# Twelve functionals, one crystal: an examination question on the band gap of GaN

The table gives the band gap of wurtzite GaN from twelve density functionals, with the same atoms in the same cell each time. The functionals stand on three rungs. LDA uses only the electron density at each point. The GGAs (PBE, revPBE, RPBE, BLYP, PW91) add its gradient, and the meta-GGAs (SCAN, rSCAN, r2SCAN, LAK, MS2, revTPSS) add the kinetic-energy density τ, which measures how steeply the occupied orbitals vary.

"Gap on path" is the smallest energy between filled and empty bands along a path through the Brillouin zone. "Direct gap on path" is the smallest such energy at a single wave vector.

VASP 6.6.1, plane-wave DFT with PAW potentials (Ga 3d in the valence) for wurtzite GaN in one unrelaxed 4-atom cell, without spin polarisation or spin-orbit coupling. The cutoff is 520 eV, the k mesh 10×10×5 and the smearing width 0.05 eV (Gaussian for the PBE, BLYP and PW91 bands, Fermi-Dirac for the others).

```tsv
functional	potentials	gap on path (eV)	direct gap on path (eV)
LDA	VASP PAW LDA potentials, recommended	1.989	1.989
PBE	VASP PAW PBE potentials, recommended	1.972	1.972
revPBE	VASP PAW PBE potentials, recommended	2.016	2.016
RPBE	VASP PAW PBE potentials, recommended	2.031	2.031
BLYP	VASP PAW PBE potentials, recommended	2.054	2.054
r2SCAN	VASP PAW PBE potentials, recommended	2.376	2.376
LAK	VASP PAW PBE potentials, recommended	2.789	2.789
MS2	VASP PAW PBE potentials, recommended	1.978	1.978
PW91	VASP PAW PBE potentials, recommended	1.982	1.982
SCAN	VASP PAW PBE potentials, recommended	2.274	2.274
rSCAN	VASP PAW PBE potentials, recommended	2.394	2.394
revTPSS	VASP PAW PBE potentials, recommended	1.821	1.821
```

### 1. How large is the calculated gap, and how does it compare with the real one?

LDA and the GGAs give about 2 eV. The real gap is roughly 3.4 eV, a recalled and rounded value, so PBE falls short by about 1.4 eV. LAK, the highest row, still falls short by about 0.6 eV. The two gap columns agree in every row, so each functional finds a direct gap.

*Remark.* An error of this size changes the kind of material described. A crystal with a gap of 2 eV would absorb much of the visible spectrum, whereas pure GaN is transparent and absorbs in the near ultraviolet. None of these gaps should be used directly as an absorption edge.

### 2. Which digits can be trusted, and would a smaller smearing change them?

The same gaps read from the regular mesh of wave vectors instead of the path differ by up to 3 meV, so the third decimal is already uncertain. The effect of a denser mesh or a higher cutoff is untested. So is the effect on the gaps of using potentials made for PBE with the other GGAs and the meta-GGAs. LDA and PBE differ by only 0.017 eV, and their order should therefore not be given a physical reason. Differences of several tenths of an eV are far larger than this reading error, but they too may contain an effect of the potentials.

A smaller smearing would change nothing visible. Even in the smallest gap, the band edges lie about 18 smearing widths from the middle, so the valence bands stay full and the conduction bands empty. For the same reason it does no harm that the bands of PBE, BLYP and PW91 were run with Gaussian smearing and those of the other functionals with Fermi-Dirac occupations.

### 3. Why do LDA and the GGAs agree so well, and why are they all too low?

The five GGA gaps lie within 0.08 eV of each other, and LDA falls among them. In this cell the gradient correction evidently moves both band edges by nearly the same amount.

Theory explains the common shortfall. The true gap is the cost of adding one electron and removing another. It equals the gap between the exact Kohn-Sham levels plus a jump of the potential when an electron is added, the derivative discontinuity. The potentials of LDA and of the GGAs in this table vary smoothly with the density and have no such jump. In GaN the filled Ga 3d shell makes matters worse: these functionals place it too high, and its repulsion pushes up the top of the valence band.

*Remark.* Exchanging one of these GGAs for another alters the gradient term but leaves the common defect in place.

### 4. Does the step to a meta-GGA open the gap?

On average it does, but the average is a poor guide. The simplest model gives LDA and the GGAs one common gap and adds one constant step for every meta-GGA. Fitted to all twelve rows, it puts the common gap at 2.01 eV and the step at 0.26 eV.

For LAK the model therefore predicts 2.01 + 0.26 = 2.27 eV, while the calculation gives 2.79 eV. The model misses by half an eV although LAK was part of the fit. Its typical error over all rows, 0.22 eV, is nearly as large as the step itself. The printed output below gives the details.

The individual rows show why. LAK lies 0.82 eV above PBE, the three functionals of the SCAN family lie 0.3 to 0.4 eV above it, MS2 differs from it by only 0.006 eV, and revTPSS lies 0.15 eV below it.

*Remark.* A candidate who writes "meta-GGAs give larger gaps" has described the SCAN family and LAK, not the rung.

### 5. How can the same ingredient open the gap in one functional and not in another?

When the energy depends on τ, the orbitals no longer all feel the same simple potential. Let v be the derivative of the exchange-correlation energy density with respect to τ. In atomic units, the energy of an orbital ψ then contains the extra term

½ ∫ v |∇ψ|² d³r.

This term is large for an orbital that varies steeply where v is large. What counts for the gap is the difference between the two band edges. If the conduction edge gains more than the valence edge, this term widens the gap; if it gains less, the term narrows it. The remaining, ordinary part of the potential also differs between functionals and adds its own contribution.

The presence of τ therefore fixes neither the size nor the sign of the change; the form of the functional does. A band gap obtained in this way can include part of the missing discontinuity, and LAK was designed to strengthen that part. This agrees with its first place in the table, but the gaps alone do not separate the τ term from the rest of the potential.

*Remark.* For a related semiconductor, the useful question is how the particular functional depends on τ and on the density, not merely which rung it stands on.

### 6. MS2 and PBE give the same gap. Do they give the same bands?

Suppose that a change of functional merely lifted all conduction bands together. The second conduction level at the zone centre would then move exactly as far as the first. In PBE it lies 4.302 eV above the valence top. The MS2 gap is larger by 0.006 eV, so the second level should lie at 4.302 + 0.006 = 4.308 eV.

The same MS2 calculation puts it at 4.534 eV, about 0.23 eV higher. The equal gaps thus hide different conduction bands. No parameter was adjusted in this test, and the discrepancy is far larger than the uncertain digits.

The distance between the two levels also follows the rungs, which the gap does not. It is 2.22 eV in LDA, about 2.3 eV in the GGAs, and about 2.5 eV in LAK, MS2, rSCAN and revTPSS. For SCAN and r2SCAN the second level is not available, so the pattern is unchecked there.

*Remark.* It is tempting to credit τ with the wider spacing. But the spacing already grows from LDA to the GGAs, where τ plays no part but the potentials change as well, so the cause remains open.

### 7. What would change if each functional were allowed to choose its own cell?

The agreement between LDA and the GGAs would probably be lost. In the common cell LDA is under a tension of about 3 GPa and would contract, whereas RPBE is under a pressure of about 11 GPa and would expand. Compression widens the gap of GaN by roughly 0.04 eV per GPa, a recalled value.

For RPBE the estimate is 0.04 × 11 ≈ 0.4 eV, by which the gap would shrink. LDA would gain about 0.1 eV. The two gaps, now almost equal, would end up about half an eV apart.

LAK is affected as well if its calculated pressure of about 8 GPa is taken at face value, since its cell would then also expand. Its lead over rSCAN, 0.4 eV in the common cell, would fall to about 0.1 eV. These are orders of magnitude only: one coefficient serves all functionals, and the pressures come from PBE potentials in every row but LDA, a mismatch whose effect is untested.

*Remark.* A common cell isolates what the functional does to the electrons. A relaxed cell adds what it does to the bond lengths. Anyone who compares these gaps with values from relaxed structures mixes the two effects, and the second can be as large as the first.

Numerical output:

```
spread of the five GGA gaps, eV: 0.082
spread of the six meta-GGA gaps, eV: 0.968
LDA gap less PBE gap, eV: 0.017
SCAN gap less PBE gap, eV: 0.302
r2SCAN gap less PBE gap, eV: 0.404
LAK gap less PBE gap, eV: 0.817
MS2 gap less PBE gap, eV: 0.006
revTPSS gap less PBE gap, eV: -0.151
rSCAN gap less r2SCAN gap, eV: 0.018
rSCAN gap less SCAN gap, eV: 0.12
largest difference of path gap and mesh gap, meV: 2.6
fit of g on 12 rows: constant 2.007 +/- 0.099, coefficient of meta 0.2647 +/- 0.14; rms 0.221, worst LAK -0.517, leave-one-out rms 0.266
spacing of the two lowest conduction levels at Gamma, LDA, eV: 2.217
same spacing, smallest GGA, eV: 2.284
same spacing, largest GGA, eV: 2.348
same spacing, smallest listed meta-GGA, eV: 2.454
same spacing, largest listed meta-GGA, eV: 2.556
same spacing, MS2 less PBE, eV: 0.226
rough gap change on relaxing the cell, LDA, eV: 0.1384
rough gap change on relaxing the cell, RPBE, eV: -0.4488
rough gap change on relaxing the cell, LAK, eV: -0.33
LAK gap less rSCAN gap in the fixed cell, eV: 0.395
same lead after the rough relaxation estimate, eV: 0.1274
PBE shortfall from a rough recalled 3.4 eV, eV: 1.428
LAK shortfall from a rough recalled 3.4 eV, eV: 0.611
half the smallest gap in units of the smearing width: 18.21
```
